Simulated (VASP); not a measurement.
```xyz
8
Lattice="0.0000 2.3125 2.3125 2.3125 0.0000 2.3125 9.2244 9.2244 0.0255" Properties=species:S:1:pos:R:3 pbc="T T T"
Zr     9.2237     9.2237     0.0262
Zr     2.3061     2.3061     0.0064
Zr     6.9254     6.9254     4.6370
Zr     6.9183     6.9183     0.0191
N      2.3384     2.3384     2.2865
N      4.5863     4.5863     2.3512
C      6.8971     6.8971     2.3529
C      9.2521     9.2521     2.3104
```

Level of theory: PBEsol GGA, VASP's PBE PAW potentials (set 64) (plane waves; VASP). Run with 520 eV cut-off, 13×13×4 Γ-centred mesh, tetrahedra with Blöchl corrections, potentials Zr_sv N C.

The cores are frozen, which limits the accuracy of field gradients.

Give the principal components of the electric field gradient (V/Å²) and the asymmetry η at each nucleus.

```
atom   Vxx   Vyy   Vzz     η
----  ----  ----  ----  ----
Zr1   -4.7  -4.7   9.4  0.00
Zr2   -3.7  -3.7   7.3  0.00
Zr3   -4.7  -4.7   9.4  0.00
Zr4   -0.8  -0.8   1.5  0.00
N5     1.8   1.8  -3.6  0.00
N6     1.8   1.8  -3.6  0.00
C7    -1.4  -1.4   2.8  0.00
C8    -1.4  -1.4   2.8  0.00
```

The structure was generated: Zr4C2N2 was put into an ordered model structure (R-3m), which need not be its known phase. It was relaxed first.
